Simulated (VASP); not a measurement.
All values below come from PBE GGA with D3 dispersion (zero damping), VASP's PBE PAW potentials (set 64) (plane waves; VASP).

The input files of a VASP run:

INCAR:
```
# general
SYSTEM   =  HfB2
PREC     =  Accurate
ENCUT    =  520   # plane-wave cut-off (eV)
LREAL    =  F   # projection in real space or not
LASPH    =  T

# electronic loop
EDIFF    =  1E-7   # SCF stop (eV)
NELM     =  100
ALGO     =  Normal   # blocked Davidson
LMAXMIX  =  6

# smearing
ISMEAR   =  1   # Methfessel-Paxton
SIGMA    =  0.1

# functional
GGA      =  PE   # PBE
IVDW     =  11

# ions
IBRION   =  2   # conjugate gradients
NSW      =  30   # most ionic steps
ISIF     =  4
EDIFFG   =  -0.01   # ionic stop

# output
LWAVE    =  F
LCHARG   =  F
```

File KPOINTS:
```
K-points
0
gamma
11 11 9
0 0 0
```

**POSCAR**
```
HfB2
1.0
  1.5930864046  -2.7593068269   0.0000000000
  1.5930864046   2.7593068269   0.0000000000
  0.0000000000   0.0000000000   3.5420442134
Hf B
1 2
direct
  1.0000000000   0.0000000000   0.0000000000
  0.3333330000   0.6666670000   0.5000000000
  0.6666670000   0.3333330000   0.5000000000
```

POTCAR, in this order: Hf_pv B (PBE.64 set). Program: vasp_std.

Unless said otherwise, spin-orbit coupling is left out, though it shifts the bands of the heavy elements here.

Q: Estimate the energy per atom (σ→0), dispersion energy, band gap (on the k-mesh).

A: 
The energy per atom (σ→0) is -9.035 eV/atom. The dispersion energy is -0.741 eV and the band gap (on the k-mesh) comes out as none (metal, semimetal or under 0.01 eV).

OSZICAR:
```
...
   1 F= -.27104577E+02 E0= -.27104591E+02  d E =-.271046E+02
       N       E                     dE             d eps       ncg     rms          rms(c)
DAV:   1    -0.263638895639E+02   -0.22289E-03   -0.17989E-02  2048   0.116E+00    0.152E-01
DAV:   2    -0.263637509445E+02    0.13862E-03   -0.23699E-04  2368   0.136E-01    0.636E-02
DAV:   3    -0.263636907046E+02    0.60240E-04   -0.59186E-05  2400   0.611E-02    0.196E-02
DAV:   4    -0.263636870915E+02    0.36132E-05   -0.76751E-06  2652   0.225E-02    0.126E-02
DAV:   5    -0.263636870607E+02    0.30762E-07   -0.30539E-07  2172   0.437E-03
   2 F= -.27104736E+02 E0= -.27104734E+02  d E =-.159325E-03
```

The compound is HfB2 in the AlB2 type structure. This cell is one point of a volume scan, at 1.06 of the reference volume. Symmetry was kept, so distortions that lower it aren't found.
